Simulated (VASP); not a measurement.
## Li5Ru2: single point with PBE

The system is Li5Ru2.

```
Li Ru
1.0
     3.42395    0.00000    0.00000
    -1.71197    2.96523    0.00000
     0.00000    0.00000    8.06691
Li Ru
5 2
Cartesian
  0.0000 1.9768 2.6419
  1.7120 0.9884 2.6419
  1.7120 0.9884 5.4250
  0.0000 1.9768 5.4250
  0.0000 0.0000 0.0000
  0.0000 1.9768 0.0000
  1.7120 0.9884 0.0000
```

The cell was built by a generator and needn't be a form met in nature.

The cell isn't the ideal one: random cell by space group and Wyckoff sites (P6/mmm, No. 191).

```yaml
Program: VASP 6.6.1
Task: single point
Functional: PBE
Potentials_or_basis: VASP PAW PBE potentials, release 64 (Li_sv, Ru_pv)
Cutoff: 520 eV
k_mesh: 6 × 6 × 2
Occupations: gaussian, width 0.1 eV
Spin: no spin polarisation
```

The largest force is 0.031 eV/Å and the band gap on the k mesh is none (metal or under the smearing width).

Forces on the atoms (eV/Å):
```
Li   0.000  0.000 -0.031
Li   0.000  0.000 -0.031
Li   0.000  0.000  0.031
Li   0.000  0.000  0.031
Li   0.000  0.000  0.000
Ru   0.000  0.000  0.000
Ru   0.000  0.000  0.000
```

Levels at points of the mesh, in eV from the Fermi level:
```csv
k point,band 18,band 19,band 20,band 21,band 22,band 23,band 24,band 25
"(0.00, 0.00, 0.00)",-4.04,-3.78,-3.04,-3.04,-0.57,-0.57,0.44,2.83
"(0.50, 0.00, 0.00)",-2.89,-2.66,-1.32,-0.10,0.19,1.00,1.37,1.55
"(0.00, 0.00, 0.50)",-4.52,-3.16,-3.04,-3.04,-0.57,-0.57,0.44,1.76
"(0.50, 0.00, 0.50)",-2.67,-2.60,-1.66,-0.52,-0.13,1.37,1.55,2.38
```

Wall time 33 s on 1 thread of Intel(R) Xeon(R) 6975P-C (Granite Rapids), with other jobs on the host, peak memory 0.21 GiB.

Caveat: the k mesh is coarse (spacing up to 0.39 Å⁻¹), so the values aren't converged.
